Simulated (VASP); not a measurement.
Input:

```xyz
2
Lattice="4.1240 0.0000 0.0000 0.0000 4.1240 0.0000 0.0000 0.0000 4.1240" Properties=species:S:1:pos:R:3 pbc="T T T"
Cs     0.0000     0.0000     0.0000
Cl     2.0620     2.0620     2.0620
```

Level of theory: PBE0 hybrid, VASP's PBE PAW potentials (set 64) (plane waves; VASP). Numerical set-up: 520 eV cut-off, 6×6×6 Γ-centred mesh, Gaussian smearing of 0.050 eV, potentials Cs_sv Cl.

Unless said otherwise, spin-orbit coupling is left out, though it shifts the bands of the heavy elements here.

Predict the energy per atom (σ→0), band gap (on the k-mesh) with the smallest direct gap where there is one.

```
Quantity                                      Value
-----------------------------------  --------------
band gap (on the k-mesh)                    7.29 eV
smallest direct gap (on the k-mesh)         7.29 eV
energy per atom (σ→0)                -4.068 eV/atom
```

The absolute energy has meaning only against runs of the same code, potentials and settings.

The compound is CsCl in the CsCl type structure. This cell is one point of a volume scan, at 0.94 of the reference volume. The cell's shape comes from a PBE relaxation.
